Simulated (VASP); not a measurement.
```
Na2Te
1.0
    0.00000     3.55524     3.55524
    3.55524     0.00000     3.55524
    3.55524     3.55524     0.00000
Na Te
2 1
Cartesian
  1.77762   1.77762   1.77762
  5.33287   5.33287   5.33287
  0.00000   0.00000   0.00000
```

Computed with LDA (Ceperley-Alder, Perdew-Zunger), VASP's LDA PAW potentials (set 64) (plane waves; VASP). Numerical set-up: 400 eV cut-off, Gaussian smearing of 0.050 eV, potentials Na_pv Te.

Unless said otherwise, spin-orbit coupling is left out, though it shifts the bands of the heavy elements here.

Task: Give the energies of bands 8 to 13 at the high-symmetry points, in eV from the valence-band maximum.

Result: 
```tsv
band	Γ	X	U	L	W
8	0.00	-1.86	-1.59	-2.02	-1.35
9	0.00	-0.66	-1.24	-0.21	-1.35
10	0.00	-0.66	-0.52	-0.21	-0.82
11	2.07	2.89	3.52	3.50	4.05
12	5.76	4.10	5.06	5.46	5.78
13	5.76	8.15	7.01	5.46	5.83
```

The gap is direct, 2.07 eV, from the valence maximum at Γ to the conduction minimum at Γ.

The structure comes from a computed database's Na2Te entry (Fm-3m); how it stands against other phases isn't given here. It was relaxed first, which changed the volume by -6 %.
